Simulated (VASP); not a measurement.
Sn3P2:

```
Sn P
1.0
     4.01425   -0.00023   -0.06906
    -4.01465    7.05594    0.08517
    -0.15618    0.02103    8.62838
Sn P
6 4
Direct
  0.67991 0.14730 0.37226
  0.66381 0.69905 0.33638
  0.33696 0.33530 0.64631
  0.37185 0.84590 0.64729
  0.97022 0.98610 0.03142
  0.02081 0.49843 0.00148
  0.37493 0.34092 0.20202
  0.33833 0.83437 0.18358
  0.69128 0.18146 0.80525
  0.62503 0.66817 0.79707
```

The cell was built by a generator and needn't be a form met in nature.

- Program: VASP 6.6.1
- Task: relaxation of cell and atoms
- Functional: PBE
- Potentials or basis: VASP PAW PBE potentials, release 64 (Sn_d, P)
- Cutoff: 520 eV
- k mesh: 7 × 7 × 3
- Occupations: gaussian, width 0.15 eV
- Spin: no spin polarisation

At the start: pressure 3.1 GPa; volume 24.43 Å³/atom.

Question: How do energy, volume and symmetry change on relaxing?

Answer: Over 30 steps the energy falls by 108.5 meV/atom and the volume is 24.81 Å³/atom (+1.5 %); space group C2/m (No. 12, to 0.05 Å).

Step by step:
```
step  energy change (eV)  largest force (eV/Å)  pressure (GPa)  volume (Å³)
   1              0.0000                2.4902            3.05       244.31
   2             -0.6097                0.8233           -1.92       260.94
   3             -0.6113                0.8735           -1.66       259.93
   4             -0.8328                0.6783           -0.49       252.94
   5             -0.9276                0.5081            0.26       247.48
   6             -0.8522                0.6393            3.37       236.67
   7             -0.9438                0.3870            1.22       244.21
   8             -1.0247                0.3315            0.02       248.00
   9             -1.0252                0.3386           -0.08       248.37
  10             -1.0451                0.2301           -0.09       248.29
  11             -1.0617                0.1273            0.01       248.17
  12             -1.0495                0.2843            0.26       247.92
  13             -1.0645                0.1323            0.14       248.10
  14             -1.0741                0.0940           -0.24       249.42
  15             -1.0741                0.0993           -0.23       249.32
  16             -1.0783                0.0721            0.20       247.54
  17             -1.0783                0.0777            0.22       247.51
  18             -1.0821                0.0519            0.09       247.88
  19             -1.0825                0.0679            0.02       248.00
  20             -1.0825                0.0968           -0.11       248.23
  21             -1.0827                0.0811            0.00       248.07
  22             -1.0827                0.0948           -0.16       248.15
  23             -1.0827                0.0872           -0.03       248.12
  24             -1.0827                0.0927            0.03       248.13
  25             -1.0837                0.0659           -0.10       248.44
  26             -1.0840                0.0432           -0.12       248.70
  27             -1.0848                0.0397            0.10       248.04
  28             -1.0848                0.0456           -0.04       248.09
  29             -1.0848                0.0421            0.04       248.05
  30             -1.0853                0.0267            0.01       248.05
```

Final structure:
```
Sn P
1.0
     4.00281    0.00068   -0.00112
    -4.00490    6.82755    0.00310
    -0.01075    0.01600    9.07543
Sn P
6 4
Cartesian
  2.0296 1.1820 3.2311
  0.0093 4.6018 3.2314
  -0.0038 2.3040 5.8871
  -2.0022 5.7049 5.8905
  0.0097 0.0259 0.0164
  -1.9765 3.4417 0.0285
  0.0202 2.3072 1.7661
  -1.9932 5.7218 1.7582
  1.9967 1.1707 7.3483
  0.0006 4.5838 7.3629
```
